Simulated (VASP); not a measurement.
Method: PBEsol GGA, VASP's PBE PAW potentials (set 64) (plane waves; VASP).

A VASP calculation is set up with these files.

KPOINTS:
```
Automatic mesh
0
Gamma
15 15 15
0 0 0
```

POSCAR:
```
VGe2
1
   -1.6165126622     1.6165126622     4.0783367190
    1.6165126622    -1.6165126622     4.0783367190
    1.6165126622     1.6165126622    -4.0783367190
V Ge
1 2
Direct
  0.0000000000   0.0000000000   0.0000000000
  0.3390402094   0.3390402094   0.0000000000
  0.6609597906   0.6609597906   1.0000000000
```

### INCAR
```
# general
SYSTEM   =  VGe2
PREC     =  Accurate
ENCUT    =  400
LREAL    =  .FALSE.
LASPH    =  .TRUE.

# electronic loop
EDIFF    =  1E-7
NELM     =  100   # most electronic steps
ALGO     =  Normal
LMAXMIX  =  4   # l cut-off of mixed one-centre charges

# smearing
ISMEAR   =  -5   # tetrahedra, Bloechl

# functional
GGA      =  PS

# ions
ISIF     =  2

# output
LWAVE    =  .FALSE.
LCHARG   =  .TRUE.
LORBIT   =  11
NEDOS    =  601

# other
LEFG     =  .TRUE.
```

POTCAR, in this order: V_sv Ge_d (PBE.64 set). Program: vasp_std.

What VASP printed:

OUTCAR:
```
 ion  position               nearest neighbor table
   1  0.000  0.000  0.000-   3 2.64   3 2.64   3 2.64   2 2.64   3 2.64   2 2.64   2 2.64   2 2.64
                             2 2.77   3 2.77
   2  0.339  0.339  0.000-   3 2.63   1 2.64   1 2.64   1 2.64   1 2.64   3 2.71   3 2.71   3 2.71
                             3 2.71   1 2.77
   3  0.661  0.661  0.000-   2 2.63   1 2.64   1 2.64   1 2.64   1 2.64   2 2.71   2 2.71   2 2.71
                             2 2.71   1 2.77
  LATTYP: Found a body centered tetragonal cell.
 ALAT       =     3.2330253244
 C/A-ratio  =     2.5229228415
 Subroutine PRICEL returns:
 Original cell was already a primitive cell.
 Subroutine GETGRP returns: Found 16 space group operations
The static configuration has the point symmetry D_4h.
The dynamic configuration has the point symmetry D_4h.
 Subroutine INISYM returns: Found 16 space group operations
 Subroutine IBZKPT returns following result:
 Found    288 irreducible k-points:

 Following reciprocal coordinates:
            Coordinates               Weight
  0.000000  0.000000  0.000000      1.000000
  0.066667 -0.000000  0.000000      8.000000
  0.133333  0.000000  0.000000      8.000000
  0.200000 -0.000000  0.000000      8.000000
...
```

### OSZICAR
```
       N       E                     dE             d eps       ncg     rms          rms(c)
DAV:   1     0.291551139248E+03    0.29155E+03   -0.18234E+04 16120   0.387E+03
DAV:   2     0.130988054416E+02   -0.27845E+03   -0.27650E+03 13888   0.644E+02
DAV:   3    -0.217019000673E+02   -0.34801E+02   -0.34664E+02 16680   0.175E+02
DAV:   4    -0.227081966550E+02   -0.10063E+01   -0.10052E+01 15352   0.349E+01
DAV:   5    -0.227248214035E+02   -0.16625E-01   -0.16623E-01 17024   0.505E+00    0.203E+01
DAV:   6    -0.228675542244E+02   -0.14273E+00   -0.70777E+01 16248   0.383E+01    0.141E+01
DAV:   7    -0.203444385556E+02    0.25231E+01   -0.37479E+01 16040   0.325E+01    0.635E+00
DAV:   8    -0.201692083359E+02    0.17523E+00   -0.22561E+00 14224   0.928E+00    0.769E-01
DAV:   9    -0.201702730161E+02   -0.10647E-02   -0.92527E-02 16784   0.320E+00    0.358E-01
DAV:  10    -0.201692677255E+02    0.10053E-02   -0.30452E-03 18080   0.459E-01    0.121E-01
DAV:  11    -0.201692630750E+02    0.46505E-05   -0.73776E-04 16664   0.179E-01    0.475E-02
DAV:  12    -0.201692667949E+02   -0.37199E-05   -0.15230E-04 16144   0.662E-02    0.174E-02
DAV:  13    -0.201692646392E+02    0.21557E-05   -0.22404E-05 15816   0.290E-02    0.309E-03
DAV:  14    -0.201692647082E+02   -0.69020E-07   -0.12118E-06 14824   0.766E-03    0.165E-03
DAV:  15    -0.201692647659E+02   -0.57752E-07   -0.95376E-08  9664   0.252E-03
   1 F= -.20169265E+02 E0= -.20169265E+02  d E =0.000000E+00
```

### OUTCAR
```
------------------------ aborting loop because EDIFF is reached ----------------------------------------
  FORCE on cell =-STRESS in cart. coord.  units (eV):
  Direction    XX          YY          ZZ          XY          YZ          ZX
  --------------------------------------------------------------------------------------
  Total       -0.0049362     -0.0049362     -0.0175536      0.0000000      0.0000000      0.0000000
  in kB       -0.1855254     -0.1855254     -0.6597450      0.0000000      0.0000000      0.0000000
  external PRESSURE =      -0.3435986 kB  Pullay stress =       0.0000000 kB
  volume of cell :       42.63
      direct lattice vectors                 reciprocal lattice vectors
    -1.616512662  1.616512662  4.078336719     0.000000000  0.309307815  0.122598999
     1.616512662 -1.616512662  4.078336719     0.309307815  0.000000000  0.122598999
     1.616512662  1.616512662 -4.078336719     0.309307815  0.309307815  0.000000000
 POSITION                                       TOTAL-FORCE (eV/Angst)
 -----------------------------------------------------------------------------------
      0.00000      0.00000      0.00000        -0.000000     -0.000000      0.000000
      0.00000      0.00000      2.76544         0.000000      0.000000      0.003253
      0.00000      0.00000      5.39123         0.000000      0.000000     -0.003253
 -----------------------------------------------------------------------------------
    total drift:                                0.000000     -0.000000      0.000000
  FREE ENERGIE OF THE ION-ELECTRON SYSTEM (eV)
  ---------------------------------------------------
  free  energy   TOTEN  =       -20.1692647659 eV

  energy  without entropy=      -20.1692647659  energy(sigma->0) =      -20.16926477

 total charge

# of ion       s       p       d       tot
------------------------------------------
    1        2.222   6.195   3.158  11.575
    2        1.147   1.219  10.089  12.454
    3        1.147   1.219  10.089  12.454
--------------------------------------------------
tot          4.515   8.632  23.335  36.483

 Electric field gradients after diagonalization (V/A^2)
 (convention: |V_zz| > |V_xx| > |V_yy|)
----------------------------------------------------------------------
 ion       V_xx      V_yy      V_zz     asymmetry (V_yy - V_xx)/ V_zz
----------------------------------------------------------------------
   1      -1.286    -1.279     2.565       0.003
   2      -1.575    -1.563     3.138       0.004
   3      -1.575    -1.563     3.138       0.004
```
(Selected blocks of OUTCAR.)

For a metal the tetrahedron method with Blöchl corrections gives inexact stress and forces.

The structure was generated: VGe2 was put into the MoSi2 type (I4/mmm), which need not be its known phase. It was relaxed first, which changed the volume by +7 %. The run is not spin-polarised, so no magnetic state was tried. The electron count is odd and the run is not spin-polarised, which forces a metal.
